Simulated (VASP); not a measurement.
Here is the system:

```xyz
2
Lattice="0.0000 2.4888 2.4888 2.4888 0.0000 2.4888 2.4888 2.4888 0.0000" Properties=species:S:1:pos:R:3 pbc="T T T"
Y      0.0000     0.0000     0.0000
N      2.4888     2.4888     2.4888
```

Level of theory: PBE GGA, VASP's PBE PAW potentials (set 64) (plane waves; VASP). Run with 520 eV cut-off, 8×8×8 Γ-centred mesh, Gaussian smearing of 0.050 eV, potentials Y_sv N.

Estimate the energy per atom (σ→0), pressure, band gap (on the k-mesh) with the smallest direct gap where there is one.

```
Quantity                                      Value
-----------------------------------  --------------
band gap (on the k-mesh)                    0.27 eV
smallest direct gap (on the k-mesh)         0.70 eV
energy per atom (σ→0)                -9.100 eV/atom
pressure                                  -6.43 GPa
```

The absolute energy has meaning only against runs of the same code, potentials and settings.

The compound is YN in the rock salt structure. The cell was not relaxed at this level.
